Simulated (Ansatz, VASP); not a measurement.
One calculation of MoW2, two programs

```
Mo W
1.0
     4.70126    0.00000    0.00000
    -2.35063    4.07141    0.00000
     0.00000    0.00000    2.57814
Mo W
1 2
Direct
  0.00000 0.00000 0.00000
  0.33333 0.66667 0.50000
  0.66667 0.33333 0.50000
```

Change from the starting cell: species swapped into the YSi2 type (P6/mmm, No. 191).

Alike in both runs: functional PBE; k mesh 6 × 6 × 6; occupations gaussian, width 0.1 eV; no spin polarisation.

Ansatz relaxed the structure, and its values are those at the end. VASP's run is a single point on that final structure, the one shown.

|  | VASP | Ansatz |
| --- | --- | --- |
| version | VASP 6.6.1 | Ansatz 0.2.0 |
| potentials or method | VASP PAW PBE potentials, release 64 (Mo_sv, W_sv) | scalar-relativistic, plane waves, PAW |
| plane-wave cutoff (eV) | 520 | 420 |
| valence electrons in the cell | 42 | 42 |

Ansatz gave:

```
gap on the k mesh at the Fermi level (eV) : none
pressure (GPa)                            : 0.0
```

Problem. What did VASP give for the same quantities?

Solution. gap on the k mesh at the Fermi level (eV): none; pressure (GPa): 0.6.

A gap of «none» marks a metal or a gap that the smearing closes.

Caveats: the k mesh is coarse (spacing up to 0.41 Å⁻¹), so the values aren't converged. Spin-orbit coupling is left out, which matters for the levels of W.
